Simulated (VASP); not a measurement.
Input:

```
RhSb
1.0
    0.00000     3.03480     3.03480
    3.03480     0.00000     3.03480
    3.03480     3.03480     0.00000
Rh Sb
1 1
Direct
  0.00000   0.00000   0.00000
  0.50000   0.50000   0.50000
```

The numbers are results of r2SCAN meta-GGA, VASP's PBE PAW potentials (set 64) (plane waves; VASP), not measurements. Run with 400 eV cut-off, 9×9×9 Γ-centred mesh, first-order Methfessel-Paxton smearing of 0.10 eV, potentials Rh_pv Sb.

Energy and stress use the plane-wave basis of the starting cell.

The ions, cell shape and volume are relaxed. Give the cell that the relaxation ends in.

```
RhSb
1.0
    0.00000     2.69170     2.69170
    2.69170     0.00000     2.69170
    2.69170     2.69170     0.00000
Rh Sb
1 1
Direct
  0.00000   0.00000   0.00000
  0.50000   0.50000   0.50000
```
Space group Fm-3m (225), at a tolerance of 0.03 Å.

How do energy and volume change from the first to the last step?

The energy (σ→0) changes by -760.4 meV/atom and the volume by -30.2 %, in 7 ionic steps.

The structure was generated: RhSb was put into the rock salt type (Fm-3m), which need not be its known phase. This run relaxes it. Symmetry was kept, so distortions that lower it aren't found.
